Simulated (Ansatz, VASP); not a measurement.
# Cd2Os2O7: VASP beside Ansatz, part 3 of 3

Aim: how closely do two programs agree when they are given the same cell, functional and k mesh? Of the first pair: The two relaxations start from unlike cells of this crystal (the structure described is Ansatz's start), so only their ends are compared.

VASP 6.6.1 and Ansatz 0.2.0.

So far: VASP: relaxation of cell and atoms, PBEsol, pair 1; Ansatz: relaxation of cell and atoms, PBEsol, pair 1; Comparison; VASP: relaxation of cell and atoms, PBEsol, pair 2; Ansatz: relaxation of cell and atoms, PBEsol, pair 2; Side by side.

### Step 8. VASP: relaxation of cell and atoms, PBEsol, pair 3

Level of this step: PBEsol, no spin polarisation; plane waves and PAW (Cd, Os, O) (VASP).

The relaxed volume is the usual yardstick between codes: in a stiff, nearly cubic crystal its relative difference is about their pressure difference at one cell divided by the bulk modulus.

INCAR

```
SYSTEM = Cd2Os2O7
PREC = Accurate
ENCUT = 600
EDIFF = 1E-07
NELM = 120
ISMEAR = 0
SIGMA = 0.1
LREAL = .FALSE.
ALGO = Normal
GGA = PS
NBANDS = 104
LASPH = .TRUE.
LORBIT = 11
LWAVE = .FALSE.
LCHARG = .FALSE.
ISIF = 3
IBRION = 2
NSW = 80
EDIFFG = -0.005
GGA_COMPAT = .FALSE.
NELMIN = 4
KPAR = 4
```

POSCAR

```
Cd2Os2O7
1.0
    0.0000000000      5.0780385517      5.0780385517
    5.0780385517      0.0000000000      5.0780385517
    5.0780385517      5.0780385517      0.0000000000
Cd Os O
4 4 14
Direct
    0.6250000000      0.6250000000      0.6250000000
    0.1250000000      0.6250000000      0.6250000000
    0.6250000000      0.1250000000      0.6250000000
    0.6250000000      0.6250000000      0.1250000000
    0.1250000000      0.1250000000      0.1250000000
    0.6250000000      0.1250000000      0.1250000000
    0.1250000000      0.6250000000      0.1250000000
    0.1250000000      0.1250000000      0.6250000000
    0.7500000000      0.7500000000      0.7500000000
    0.5000000000      0.5000000000      0.5000000000
    0.0569748568      0.4430251432      0.0569748568
    0.8069748568      0.1930251432      0.8069748568
    0.0569748568      0.0569748568      0.4430251432
    0.4430251432      0.0569748568      0.0569748568
    0.0569748568      0.4430251432      0.4430251432
    0.4430251432      0.4430251432      0.0569748568
    0.4430251432      0.0569748568      0.4430251432
    0.1930251432      0.8069748568      0.8069748568
    0.8069748568      0.1930251432      0.1930251432
    0.1930251432      0.8069748568      0.1930251432
    0.8069748568      0.8069748568      0.1930251432
    0.1930251432      0.1930251432      0.8069748568
```

KPOINTS

```
Automatic mesh
0
Gamma
8 8 8
0 0 0
```

Potentials, in the order of the species: Cd, Os and O (PBE family, release 64).

Command:

```console
> mpirun -np 4 vasp_std
```

Numbers of over 12 decimals in the logs are rounded to 6 here.

The log of the run:

```text
[... set-up lines as in an earlier step ...]
 entering main loop
       N       E                     dE             d eps       ncg     rms          rms(c)
DAV:   1     0.162696929722E+04    0.16270E+04   -0.94189E+04  6032   0.177E+03
DAV:   2     0.189436507262E+01   -0.16251E+04   -0.15454E+04  6224   0.485E+02
DAV:   3    -0.173643745917E+03   -0.17554E+03   -0.17037E+03  7320   0.154E+02
DAV:   4    -0.178767277404E+03   -0.51235E+01   -0.50516E+01  7056   0.289E+01
[...]
DAV:  16    -0.149768534376E+03   -0.30083E-06   -0.73784E-07  6920   0.423E-03    0.422E-03
DAV:  17    -0.149768534257E+03    0.11879E-06   -0.12285E-07  3992   0.152E-03    0.119E-03
DAV:  18    -0.149768534226E+03    0.30544E-07   -0.15103E-08  3688   0.560E-04
   1 F= -.14976853E+03 E0= -.14973620E+03  d E =-.149769E+03
[... from here on, the cycles between the ionic steps are left out ...]
   2 F= -.14973949E+03 E0= -.14970591E+03  d E =0.290469E-01
   3 F= -.14978777E+03 E0= -.14975496E+03  d E =-.192345E-01
   4 F= -.14978777E+03 E0= -.14975497E+03  d E =-.192308E-01
   5 F= -.14978817E+03 E0= -.14975533E+03  d E =-.407902E-03
   6 F= -.14978835E+03 E0= -.14975544E+03  d E =-.583088E-03
[...]
reached required accuracy - stopping structural energy minimisation
```

OUTCAR, selected parts (step 8):

```text
  Total        0.0483092      0.0483092      0.0483092      0.0000000      0.0000000      0.0000000
  in kB        0.2931872      0.2931872      0.2931872      0.0000000      0.0000000      0.0000000
  external PRESSURE =       0.2931872 kB  Pullay stress =       0.0000000 kB

 POSITION                                       TOTAL-FORCE (eV/Angst)
 -----------------------------------------------------------------------------------
      6.36451      6.36451      6.36451        -0.000000     -0.000000     -0.000000
      6.36451      3.81871      3.81871        -0.000000     -0.000000     -0.000000
      3.81871      6.36451      3.81871        -0.000000     -0.000000     -0.000000
      3.81871      3.81871      6.36451        -0.000000     -0.000000     -0.000000
      1.27290      1.27290      1.27290        -0.000000     -0.000000     -0.000000
      1.27290      3.81871      3.81871        -0.000000     -0.000000     -0.000000
      3.81871      1.27290      3.81871        -0.000000     -0.000000     -0.000000
      3.81871      3.81871      1.27290        -0.000000     -0.000000     -0.000000
      7.63742      7.63742      7.63742        -0.000000     -0.000000     -0.000000
      5.09161      5.09161      5.09161        -0.000000     -0.000000     -0.000000
      2.54581      0.57455      2.54581        -0.000000     -0.001485     -0.000000
      5.09161      8.21197      5.09161         0.000000     -0.001485     -0.000000
      2.54581      2.54581      0.57455        -0.000000     -0.000000     -0.001485
      0.57455      2.54581      2.54581        -0.001485     -0.000000     -0.000000
[...]
-----------------------------------------------------------------------------------
    total drift:                                0.000000      0.000000      0.000000

  FREE ENERGIE OF THE ION-ELECTRON SYSTEM (eV)
  ---------------------------------------------------
  free  energy   TOTEN  =      -149.7883481089 eV

  energy  without entropy=     -149.7225225034  energy(sigma->0) =     -149.75543531

[... 2 parts as in an earlier step ...]

[... 2 further parts left out ...]
[key lines of the parts left out:]
E-fermi :   3.7621
```

### Step 9. Ansatz: relaxation of cell and atoms, PBEsol, pair 3

The same cell, functional, mesh and smearing now go to Ansatz, which takes its cutoff from its data sets.

The cell is taken from a series of runs on this material, whose earlier steps may have relaxed, scaled, displaced or heated it; both programs get it as it stands.

input.yaml

```yaml
crystal:
  lattice:
    - [0.0, 5.0780385517, 5.0780385517]
    - [5.0780385517, 0.0, 5.0780385517]
    - [5.0780385517, 5.0780385517, 0.0]
  atoms:
    - { symbol: Cd, position: [0.625, 0.625, 0.625] }
    - { symbol: Cd, position: [0.125, 0.625, 0.625] }
    - { symbol: Cd, position: [0.625, 0.125, 0.625] }
    - { symbol: Cd, position: [0.625, 0.625, 0.125] }
    - { symbol: Os, position: [0.125, 0.125, 0.125] }
    - { symbol: Os, position: [0.625, 0.125, 0.125] }
    - { symbol: Os, position: [0.125, 0.625, 0.125] }
    - { symbol: Os, position: [0.125, 0.125, 0.625] }
    - { symbol: O, position: [0.75, 0.75, 0.75] }
    - { symbol: O, position: [0.5, 0.5, 0.5] }
    - { symbol: O, position: [0.0569748568, 0.4430251432, 0.0569748568] }
    - { symbol: O, position: [0.8069748568, 0.1930251432, 0.8069748568] }
    - { symbol: O, position: [0.0569748568, 0.0569748568, 0.4430251432] }
    - { symbol: O, position: [0.4430251432, 0.0569748568, 0.0569748568] }
    - { symbol: O, position: [0.0569748568, 0.4430251432, 0.4430251432] }
    - { symbol: O, position: [0.4430251432, 0.4430251432, 0.0569748568] }
    - { symbol: O, position: [0.4430251432, 0.0569748568, 0.4430251432] }
    - { symbol: O, position: [0.1930251432, 0.8069748568, 0.8069748568] }
    - { symbol: O, position: [0.8069748568, 0.1930251432, 0.1930251432] }
    - { symbol: O, position: [0.1930251432, 0.8069748568, 0.1930251432] }
    - { symbol: O, position: [0.8069748568, 0.8069748568, 0.1930251432] }
    - { symbol: O, position: [0.1930251432, 0.1930251432, 0.8069748568] }
kpoints:
  mp_grid: { grid: [8, 8, 8] }
hamiltonian:
  xc: pbesol
scf:
  occupations: { method: gaussian, width: 0.1 }
output:
  forces: true
  stress: true
  eigenvalues: true
relax:
  adjacent_minimum: "off"
  f_tol: 0.005
  max_steps: 80
  cell: { stress_tol: 0.05 }
```

Command:

```console
> ansatz run input.yaml --threads 16 --pin off --max-ram 61440MiB --backend cuda --events-out ev --progress --plain --runs-dir out --max-vram 78GiB
```

The log of the run:

```text
[...]
GPU FFT provider: cuFFT
GPU libraries: cuBLAS 13.8.1, cuFFT 12.4.0, cuSOLVER 12.3.2
[...]
Basis set: ecut = 420 eV, 5065 PW (Γ), exchange–correlation on 100×100×100 points (8 copies of the dense FFT grid, shifted against one another)
[...]
k-points: 29 of 512
[...]
- { symbol: O, position: [0.442800, 0.442800, 0.057200] }
    - { symbol: O, position: [0.442800, 0.057200, 0.442800] }
    - { symbol: O, position: [0.192800, 0.807200, 0.807200] }
    - { symbol: O, position: [0.807200, 0.192800, 0.192800] }
    - { symbol: O, position: [0.192800, 0.807200, 0.192800] }
    - { symbol: O, position: [0.807200, 0.807200, 0.192800] }
    - { symbol: O, position: [0.192800, 0.192800, 0.807200] }
```

### Step 10. Comparison

What differs besides the data sets and the points named for the pairs above, as far as they apply: the data sets hold 228 valence electrons in Ansatz (on its default PAW (the set named soft_2) files) and 164 in VASP. Total energies have different zeros and are not compared.

Compared:

```csv
quantity,Ansatz,VASP,difference
volume (Å³),261.50,264.00,-0.95 %
"edge a after relaxation, in the typed setting (Å)",7.178,7.201,-0.32 %
```

### Step 11. What came out

* difference in volume (relaxation of cell and atoms, PBEsol, pair 1): -0.78 %
* difference in volume (relaxation of cell and atoms, PBEsol, pair 2): -0.95 %
* difference in volume (relaxation of cell and atoms, PBEsol, pair 3): -0.95 %

In words: The difference in volume is -0.95 % (relaxation of cell and atoms, PBEsol, pair 2), within the 1.2 % picked in this series as the mark of a large difference, as far as the stopping tolerances let one tell. The data sets hold unlike numbers of valence electrons (228 in Ansatz and 164 in VASP), so part of the differences comes from the potentials. Such differences can come from data sets, numerical settings and the points named under the comparisons, not from the functional's error against experiment.

[Lines on the potential files, build, host, timing and source positions are cut from VASP's logs without a mark.]

[Logs are printed without paths, hosts, clocks, repeated set-up lines and the standing remarks that a program may print on its own settings, such as how far it seeks lower states.]

[Hosts, paths, dates, database ids (printed as entryN), source tags and the programs' standing remarks are cut or masked in the printed files.]
